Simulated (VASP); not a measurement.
# TaSi2: formation energy of a point defect, part 3 of 4

How easily does a point defect form in TaSi2? The host is relaxed first, then a supercell is run with and without the defect. The start is a cell from a database of measured crystal structures.

VASP 6.6.1, plane waves and PAW; the level of theory is named at each step.

So far. Step 2 (The host at zero pressure): The run ended after 9 ionic steps, 0.197 eV below its first step, once forces and stress met EDIFFG = -0.03. Step 3 (The perfect supercell): The host is treated as a metal, as its relaxation found a gap under 0.3 eV or none, and only the neutral defect is run.

The database entry behind the starting cell has ideal inner coordinates that were not refined, so it need not match the best structure at ambient conditions.

**4. Reference Si**

This step: r2SCAN; plane waves and PAW (Si) (VASP 6.6.1).

System of this step: Si. It takes space group Fd-3m (No. 227, cubic). The conventional cell has a = 5.430 Å, b = 5.430 Å, c = 5.430 Å, α = 90.00°, β = 90.00°, γ = 90.00°. Nearest to Si lie 4 Si at 2.35 Å.

The reference for Si is its crystal, relaxed at the cutoff of the large cell.

INCAR

```
SYSTEM = Si
PREC = Normal
ENCUT = 300
EDIFF = 1E-05
NELM = 120
ISMEAR = 0
SIGMA = 0.1
LREAL = Auto
ALGO = Normal
METAGGA = R2SCAN
LASPH = .TRUE.
NBANDS = 10
LORBIT = 11
LWAVE = .FALSE.
LCHARG = .FALSE.
KPAR = 4
IBRION = 2
NSW = 25
ISIF = 3
EDIFFG = -0.02
POTIM = 0.4
```

POSCAR

```
Si
1.0
    0.0000000000      2.7150000000      2.7150000000
    2.7150000000      0.0000000000      2.7150000000
    2.7150000000      2.7150000000      0.0000000000
Si
2
Direct
    0.0000000000      0.0000000000      0.0000000000
    0.2500000000      0.2500000000      0.2500000000
```

KPOINTS

```
Automatic mesh
0
Gamma
9 9 9
0 0 0
```

The projector-augmented-wave data sets are Si (PBE family, release 64).

The run is started by

```sh
> mpirun -np 4 vasp_std
```

Output:

```text
[banner, memory and clock lines left out]
running    4 mpi-ranks, on    1 nodes
 distrk:  each k-point on    1 cores,    4 groups
 distr:  one band on    1 cores,    1 groups

 POSCAR found type information on POSCAR Si
 POSCAR found :  1 types and       2 ions
|                                                                             |
|               ----> ADVICE to this user running VASP <----                  |
|                                                                             |
|     You have a (more or less) 'small supercell' and for smaller cells       |
|     it is recommended to use the reciprocal-space projection scheme!        |
|     The real-space optimization is not efficient for small cells and it     |
|     is also less accurate ...                                               |
|     Therefore, set LREAL=.FALSE. in the INCAR file.                         |
|                                                                             |

 [... a notice as in an earlier step ...]

 LDA part: xc-table for (None), standard interpolation
 POSCAR, INCAR and KPOINTS ok, starting setup
 FFT: planning ... GRIDC
 FFT: planning ... GRID_SOFT
 FFT: planning ... GRID
 WAVECAR not read
 entering main loop
       N       E                     dE             d eps       ncg     rms          rms(c)
DAV:   1    -0.613979794563E+01   -0.61398E+01   -0.25449E+03   700   0.416E+02
DAV:   2    -0.184089138588E+02   -0.12269E+02   -0.11748E+02  1014   0.707E+01
DAV:   3    -0.187132418613E+02   -0.30433E+00   -0.30355E+00   880   0.968E+00
DAV:   4    -0.187150979073E+02   -0.18560E-02   -0.18558E-02   866   0.908E-01
DAV:   5    -0.187151091347E+02   -0.11227E-04   -0.11227E-04   876   0.615E-02    0.611E+00
DAV:   6    -0.175506279964E+02    0.11645E+01   -0.13631E-01   780   0.218E+00    0.423E+00
DAV:   7    -0.175484518149E+02    0.21762E-02   -0.15203E-01   786   0.201E+00    0.314E-01
DAV:   8    -0.175474255373E+02    0.10263E-02   -0.49783E-03   796   0.411E-01    0.385E-01
DAV:   9    -0.175475738458E+02   -0.14831E-03   -0.28497E-04   826   0.138E-01    0.650E-02
DAV:  10    -0.175475902052E+02   -0.16359E-04   -0.54125E-06   748   0.187E-02    0.421E-03
DAV:  11    -0.175475950471E+02   -0.48419E-05   -0.10983E-06   404   0.735E-03
   1 F= -.17547595E+02 E0= -.17547595E+02  d E =-.175476E+02
 curvature:   0.00 expect dE= 0.000E+00 dE for cont linesearch  0.000E+00
 trial: gam= 0.00000 g(F)=  0.168E-43 g(S)=  0.536E-03 ort = 0.000E+00 (trialstep = 0.100E+01)
 search vector abs. value=  0.536E-03
 bond charge predicted
       N       E                     dE             d eps       ncg     rms          rms(c)
DAV:   1    -0.175478033685E+02   -0.21316E-03   -0.61064E-03   762   0.368E-01    0.793E-02
DAV:   2    -0.175477738147E+02    0.29554E-04   -0.17711E-04   784   0.747E-02    0.514E-02
DAV:   3    -0.175477371116E+02    0.36703E-04   -0.75305E-05   744   0.411E-02    0.186E-02
DAV:   4    -0.175477365324E+02    0.57919E-06   -0.14293E-06   368   0.886E-03
   2 F= -.17547737E+02 E0= -.17547737E+02  d E =-.141485E-03
 trial-energy change:   -0.000141  1 .order   -0.000148   -0.000536    0.000241
 step:   0.6900(harm=  0.6900)  dis= 0.00000  next Energy=   -17.547780 (dE=-0.185E-03)
 bond charge predicted
       N       E                     dE             d eps       ncg     rms          rms(c)
DAV:   1    -0.175477794179E+02   -0.42306E-04   -0.59959E-04   760   0.115E-01    0.246E-02
DAV:   2    -0.175477767246E+02    0.26933E-05   -0.17202E-05   664   0.236E-02
   3 F= -.17547777E+02 E0= -.17547777E+02  d E =-.181677E-03
 curvature:  -0.35 expect dE=-0.202E-05 dE for cont linesearch -0.202E-05
 trial: gam= 0.00000 g(F)=  0.489E-43 g(S)=  0.584E-05 ort =-0.560E-04 (trialstep = 0.938E+00)
 search vector abs. value=  0.584E-05
 reached required accuracy - stopping structural energy minimisation
```

It took 7.8 s on 4 MPI ranks of AMD EPYC 7R43, shared host; peak memory 0.31 GiB.

OUTCAR, selected parts (step 4):

```text
  LATTYP: Found a face centered cubic cell.
 ALAT       =     5.4300000000

 Subroutine GETGRP returns: Found 48 space group operations
 (whereof 24 operations were pure point group operations)

The static configuration has the point symmetry T_d .
 The point group associated with its full space group is O_h .

 Found     35 irreducible k-points:

   k-points           NKPTS =     35   k-points in BZ     NKDIM =     35   number of bands    NBANDS=     10

   dimension x,y,z NGX =    16 NGY =   16 NGZ =   16
   dimension x,y,z NGXF=    32 NGYF=   32 NGZF=   32

   ENCUT  =  300.0 eV  22.05 Ry    4.70 a.u.   5.42  5.42  5.42*2*pi/ulx,y,z

   NELECT =       8.0000    total number of electrons

 E-fermi :   6.1030

 k-point     1 :       0.0000    0.0000    0.0000
  band No.  band energies     occupation
      1      -6.7972      2.00000
      2       5.7082      2.00000
      3       5.7082      2.00000
      4       5.7082      2.00000
      5       8.4656      0.00000
      6       8.4657      0.00000
      7       8.4657      0.00000
      8       9.6529      0.00000
      9      13.8567      0.00000
    ...

 k-point     2 :       0.1111    0.0000    0.0000
  band No.  band energies     occupation
      1      -6.6279      2.00000
      2       4.3346      2.00000
      3       5.4564      2.00000
      4       5.4564      2.00000
      5       8.5338      0.00000
      6       8.8340      0.00000
      7       8.8340      0.00000
      8      10.7171      0.00000
      9      13.4366      0.00000
    ...

  Total       -0.0100442     -0.0100442     -0.0100442      0.0000000     -0.0000000      0.0000000
  in kB       -0.4005134     -0.4005134     -0.4005134      0.0000000     -0.0000000      0.0000000
  external PRESSURE =      -0.4005134 kB  Pullay stress =       0.0000000 kB

  energy-cutoff  :      300.00
  volume of cell :       40.18
      direct lattice vectors                 reciprocal lattice vectors
     0.000000000  2.718479193  2.718479193    -0.183926366  0.183926366  0.183926366
     2.718479193  0.000000000  2.718479193     0.183926366 -0.183926366  0.183926366
     2.718479193  2.718479193  0.000000000     0.183926366  0.183926366 -0.183926366

 POSITION                                       TOTAL-FORCE (eV/Angst)
 -----------------------------------------------------------------------------------
      0.00000      0.00000      0.00000        -0.000000     -0.000000     -0.000000
      1.35924      1.35924      1.35924         0.000000      0.000000      0.000000
 -----------------------------------------------------------------------------------
    total drift:                               -0.000000     -0.000000      0.000000

  FREE ENERGIE OF THE ION-ELECTRON SYSTEM (eV)
  ---------------------------------------------------
  free  energy   TOTEN  =       -17.5477767246 eV

  energy  without entropy=      -17.5477767245  energy(sigma->0) =      -17.54777672

 total charge
# of ion       s       p       d       tot
------------------------------------------
    1        0.746   0.964   0.000   1.710
    2        0.746   0.964   0.000   1.710
--------------------------------------------------
tot          1.492   1.927   0.000   3.420

[... 1 part as in an earlier step ...]

[... 7 further parts left out ...]
```

The gap is read on the k-mesh alone, so it is an upper bound where the band edges lie off the mesh. The run keeps the 48 symmetry operations of its start, so it cannot find a distortion of lower symmetry.

Step by step:

| step | energy less that of the first step (eV) | largest force (eV/Å) | pressure (GPa) | volume (Å³) |
| --- | --- | --- | --- | --- |
| 1 | 0.0000 | 0.0000 | 0.39 | 40.03 |
| 2 | -0.0001 | 0.0000 | -0.17 | 40.25 |
| 3 | -0.0002 | 0.0000 | -0.04 | 40.18 |

| conventional cell, symmetrised | before | after | change |
| --- | --- | --- | --- |
| a (Å) | 5.430 | 5.437 | +0.1 % |
| b (Å) | 5.430 | 5.437 | +0.1 % |
| c (Å) | 5.430 | 5.437 | +0.1 % |
| volume (Å³/atom) | 20.01 | 20.09 | +0.4 % |

Final coordinates:

```cif
data_structure
_symmetry_space_group_name_H-M 'P 1'
_symmetry_Int_Tables_number 1
_cell_length_a 3.8445
_cell_length_b 3.8445
_cell_length_c 3.8445
_cell_angle_alpha 60.000
_cell_angle_beta 60.000
_cell_angle_gamma 60.000
_cell_volume 40.18
loop_
_atom_site_label
_atom_site_type_symbol
_atom_site_fract_x
_atom_site_fract_y
_atom_site_fract_z
_atom_site_occupancy
Si1 Si 0.00000 0.00000 0.00000 1
Si2 Si 0.25000 0.25000 0.25000 1
```

This step gave:

```yaml
electronic_cycles: 17
electrons: 8
free_energy_toten: -17.55 eV
fermi_energy: 6.103 eV
labelled_metallic_from_the_levels_on_this_mesh: no
gap_on_the_k_mesh: 0.7917 eV
least_direct_gap_on_the_k_mesh: 2.757 eV
```

The run ended after 3 ionic steps, 0.000 eV below its first step, once forces and stress met EDIFFG = -0.02.

Energy at zero smearing: -17.54778 eV.

**5. Reference Ta**

This step: r2SCAN; plane waves and PAW (Ta) (VASP 6.6.1).

System of this step: Ta. It takes space group Im-3m (No. 229, cubic). The conventional cell has a = 3.310 Å, b = 3.310 Å, c = 3.310 Å, α = 90.00°, β = 90.00°, γ = 90.00°. Nearest to Ta lie 8 Ta at 2.87 Å.

Ta is not exchanged here; its energy serves the host's formation enthalpy.

Edit INCAR of step 4 so:

```diff
@@ -1,2 +1,2 @@
-SYSTEM = Si
+SYSTEM = Ta
 PREC = Normal
@@ -5,3 +5,3 @@
 NELM = 120
-ISMEAR = 0
+ISMEAR = 1
 SIGMA = 0.1
@@ -11,3 +11,3 @@
 LASPH = .TRUE.
-NBANDS = 10
+NBANDS = 8
 LORBIT = 11
```

POSCAR

```
Ta
1.0
   -1.6550000000      1.6550000000      1.6550000000
    1.6550000000     -1.6550000000      1.6550000000
    1.6550000000      1.6550000000     -1.6550000000
Ta
1
Direct
    0.0000000000      0.0000000000      0.0000000000
```

KPOINTS

```
Automatic mesh
0
Gamma
11 11 11
0 0 0
```

Potentials, in the order of the species: Ta (PBE family, release 64).

The run is started by

```sh
> mpirun -np 4 vasp_std
```

Output:

```text
[banner, memory and clock lines left out]
running    4 mpi-ranks, on    1 nodes
 distrk:  each k-point on    1 cores,    4 groups
 distr:  one band on    1 cores,    1 groups

 POSCAR found type information on POSCAR Ta
 POSCAR found :  1 types and       1 ions
 [... a notice as in an earlier step ...]

 [... a notice as in an earlier step ...]

 LDA part: xc-table for (None), standard interpolation
 POSCAR, INCAR and KPOINTS ok, starting setup
 FFT: planning ... GRIDC
 FFT: planning ... GRID_SOFT
 FFT: planning ... GRID
 WAVECAR not read
 entering main loop
       N       E                     dE             d eps       ncg     rms          rms(c)
DAV:   1    -0.423119964730E+02   -0.42312E+02   -0.14400E+03   992   0.291E+02
DAV:   2    -0.483778327969E+02   -0.60658E+01   -0.57713E+01  1320   0.473E+01
DAV:   3    -0.484034242092E+02   -0.25591E-01   -0.25589E-01  1016   0.395E+00
DAV:   4    -0.484034427112E+02   -0.18502E-04   -0.18503E-04  1472   0.824E-02
DAV:   5    -0.484034427179E+02   -0.67159E-08   -0.58625E-08   992   0.878E-04    0.123E+01
DAV:   6    -0.487198742146E+02   -0.31643E+00   -0.91795E-02  1344   0.182E+00    0.719E+00
DAV:   7    -0.486191615042E+02    0.10071E+00   -0.31475E-01  1256   0.320E+00    0.160E+00
DAV:   8    -0.486179457744E+02    0.12157E-02   -0.10793E-02  1040   0.634E-01    0.180E-01
DAV:   9    -0.486181844478E+02   -0.23867E-03   -0.19253E-03  1064   0.221E-01    0.925E-02
DAV:  10    -0.486181584334E+02    0.26014E-04   -0.16343E-05  1080   0.323E-02    0.652E-02
DAV:  11    -0.486181276211E+02    0.30812E-04   -0.45274E-05  1040   0.369E-02    0.421E-03
DAV:  12    -0.486181293930E+02   -0.17719E-05   -0.34664E-07   480   0.385E-03
   1 F= -.48618129E+02 E0= -.48618048E+02  d E =-.486181E+02
 curvature:   0.00 expect dE= 0.000E+00 dE for cont linesearch  0.000E+00
 trial: gam= 0.00000 g(F)=  0.332E-61 g(S)=  0.305E-01 ort = 0.000E+00 (trialstep = 0.100E+01)
 search vector abs. value=  0.305E-01
 bond charge predicted
       N       E                     dE             d eps       ncg     rms          rms(c)
DAV:   1    -0.486072824642E+02    0.10845E-01   -0.78061E-01   920   0.668E+00    0.169E+00
DAV:   2    -0.486099202185E+02   -0.26378E-02   -0.40719E-03  1176   0.426E-01    0.950E-01
DAV:   3    -0.486079031912E+02    0.20170E-02   -0.38408E-03   968   0.310E-01    0.862E-02
DAV:   4    -0.486079081848E+02   -0.49936E-05   -0.26730E-05  1048   0.381E-02
   2 F= -.48607908E+02 E0= -.48608341E+02  d E =0.102212E-01
 trial-energy change:    0.010221  1 .order    0.011358   -0.030537    0.053252
 step:   0.3837(harm=  0.3645)  dis= 0.00000  next Energy=   -48.624052 (dE=-0.592E-02)
 bond charge predicted
       N       E                     dE             d eps       ncg     rms          rms(c)
DAV:   1    -0.486234506018E+02   -0.15547E-01   -0.28803E-01   944   0.397E+00    0.107E+00
DAV:   2    -0.486249398966E+02   -0.14893E-02   -0.19475E-03  1128   0.286E-01    0.589E-01
DAV:   3    -0.486240939079E+02    0.84599E-03   -0.15067E-03   952   0.192E-01    0.386E-02
DAV:   4    -0.486241028503E+02   -0.89425E-05   -0.91723E-06   976   0.227E-02
   3 F= -.48624103E+02 E0= -.48624084E+02  d E =-.597346E-02
 curvature:  -0.18 expect dE=-0.542E-06 dE for cont linesearch -0.542E-06
 trial: gam=-0.00978 g(F)=  0.543E-58 g(S)=  0.298E-05 ort = 0.302E-03 (trialstep = 0.877E+00)
 search vector abs. value=  0.390E-09
 reached required accuracy - stopping structural energy minimisation
```

Elapsed: 11 s, on 4 MPI ranks; peak memory 0.29 GiB; 40 s of CPU time.

From OUTCAR (step 5):

```text
   k-points           NKPTS =     56   k-points in BZ     NKDIM =     56   number of bands    NBANDS=      8

   ENCUT  =  300.0 eV  22.05 Ry    4.70 a.u.   4.05  4.05  4.05*2*pi/ulx,y,z

   NELECT =       5.0000    total number of electrons

 E-fermi :   5.6881

 k-point     1 :       0.0000    0.0000    0.0000
  band No.  band energies     occupation
      1      -2.6415      2.00000
      2       6.5551     -0.00000
      3       6.5551     -0.00000
      4       6.5552     -0.00000
      5      10.0769      0.00000
      6      10.0769      0.00000
    ...

  Total       -0.0050714     -0.0050714     -0.0050714     -0.0000000      0.0000000     -0.0000000
  in kB       -0.4584943     -0.4584943     -0.4584943     -0.0000000      0.0000000     -0.0000000
  external PRESSURE =      -0.4584943 kB  Pullay stress =       0.0000000 kB

 POSITION                                       TOTAL-FORCE (eV/Angst)
 -----------------------------------------------------------------------------------
      0.00000     -0.00000      0.00000         0.000000     -0.000000      0.000000
 -----------------------------------------------------------------------------------
    total drift:                               -0.000000     -0.000000      0.000000

  FREE ENERGIE OF THE ION-ELECTRON SYSTEM (eV)
  ---------------------------------------------------
  free  energy   TOTEN  =       -48.6241028503 eV

  energy  without entropy=      -48.6240472628  energy(sigma->0) =      -48.62408432

[... 1 part as in an earlier step ...]

[... 15 further parts left out ...]
```

CONTCAR:

```
Ta
   1.00000000000000
    -1.6424137415855469    1.6424137415855469    1.6424137415855469
     1.6424137415855469   -1.6424137415855469    1.6424137415855469
     1.6424137415855469    1.6424137415855469   -1.6424137415855469
  Ta
     1
Direct
     0.0000000000000000    0.0000000000000000    0.0000000000000000
```

The steps of the relaxation:

| step | energy less that of the first step (eV) | largest force (eV/Å) | pressure (GPa) | volume (Å³) |
| --- | --- | --- | --- | --- |
| 1 | 0.0000 | 0.0000 | -4.54 | 18.13 |
| 2 | 0.0102 | 0.0000 | 8.40 | 17.08 |
| 3 | -0.0060 | 0.0000 | -0.05 | 17.72 |

| conventional cell, symmetrised | before | after | change |
| --- | --- | --- | --- |
| a (Å) | 3.310 | 3.285 | -0.8 % |
| b (Å) | 3.310 | 3.285 | -0.8 % |
| c (Å) | 3.310 | 3.285 | -0.8 % |
| volume (Å³/atom) | 18.13 | 17.72 | -2.3 % |

The relaxed structure:

```xyz
1
Lattice="-1.6424 1.6424 1.6424 1.6424 -1.6424 1.6424 1.6424 1.6424 -1.6424" Properties=species:S:1:pos:R:3 pbc="T T T"
Ta    0.0000    0.0000    0.0000
```

This step gave:

| Quantity | Value |
| --- | --- |
| electronic cycles | 20 |
| electrons | 5 |
| free energy (TOTEN) | -48.62 eV |
| Fermi energy | 5.688 eV |
| labelled metallic, from the levels on this mesh | yes |

The run ended after 3 ionic steps, 0.006 eV below its first step, once forces and stress met EDIFFG = -0.02.

Energy at zero smearing: -48.62408 eV.

(Continued in part 4 of 4.)

[Lines on the potential files, build, host, timing and source positions are cut from VASP's logs without a mark.]

[Logs are printed without paths, hosts, clocks, repeated set-up lines and the standing remarks that a program may print on its own settings, such as how far it seeks lower states.]

[Hosts, paths, dates, database ids (printed as entryN), source tags and the programs' standing remarks are cut or masked in the printed files.]

[In band tables of VASP the shares of atoms and orbitals are scaled to a sum of 1 inside the atoms' spheres.]

[Runs that stopped without an error message from VASP are left out.]
